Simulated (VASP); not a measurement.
OSZICAR of a VASP run on Ca₂GaCu₂ (space group Immm):

File OSZICAR:
```
       N       E                     dE             d eps       ncg     rms          rms(c)
DAV:   1     0.458600082829E+03    0.45860E+03   -0.19108E+04  6440   0.158E+03
DAV:   2     0.233263736588E+02   -0.43527E+03   -0.42749E+03  6271   0.455E+02
DAV:   3    -0.168982105162E+02   -0.40225E+02   -0.39318E+02  8959   0.145E+02
DAV:   4    -0.210951759351E+02   -0.41970E+01   -0.41596E+01 11764   0.321E+01
DAV:   5    -0.213735885260E+02   -0.27841E+00   -0.27813E+00  9604   0.702E+00    0.212E+01
DAV:   6    -0.287913193716E+02   -0.74177E+01   -0.18449E+02  8355   0.184E+02    0.190E+01
DAV:   7    -0.187069730546E+02    0.10084E+02   -0.37102E+01  8447   0.654E+01    0.714E+00
DAV:   8    -0.177697464230E+02    0.93723E+00   -0.34898E+00  9219   0.190E+01    0.331E+00
DAV:   9    -0.175651969321E+02    0.20455E+00   -0.19319E+00 10275   0.152E+01    0.115E+00
DAV:  10    -0.175742655571E+02   -0.90686E-02   -0.33167E-01 11526   0.354E+00    0.624E-01
DAV:  11    -0.175695890502E+02    0.46765E-02   -0.18400E-02  9597   0.133E+00    0.264E-01
DAV:  12    -0.175690477608E+02    0.54129E-03   -0.92276E-03 10045   0.111E+00    0.842E-02
DAV:  13    -0.175690519765E+02   -0.42157E-05   -0.16959E-03 10982   0.343E-01    0.411E-02
DAV:  14    -0.175690392677E+02    0.12709E-04   -0.13428E-04  9476   0.115E-01    0.230E-02
DAV:  15    -0.175690334428E+02    0.58249E-05   -0.41294E-05 10722   0.793E-02    0.907E-03
DAV:  16    -0.175690347032E+02   -0.12604E-05   -0.32880E-06  6166   0.135E-02    0.146E-03
DAV:  17    -0.175690349766E+02   -0.27341E-06   -0.38148E-07  4194   0.555E-03
   1 F= -.17569035E+02 E0= -.17526268E+02  d E =-.855336E-01
```

Which electronic solver shows in the log?

It is blocked Davidson (ALGO = Normal, or the opening steps of other solvers). The INCAR had ALGO = Normal.

Can the final energy be trusted as converged?

The run converged. It stopped with EDIFF = 1E-6, NELM = 100 (PBEsol GGA, plane waves, VASP's PBE PAW potentials (set 64)).

The structure comes from a computed database's Ca2GaCu2 entry; how it stands against other phases isn't given here. The cell was not relaxed at this level. The run is one of a series of settings (KPOINTS 8×8×8 Γ-centred mesh against the base run), some of them coarse on purpose. The electron count is odd and the run is not spin-polarised, which forces a metal.
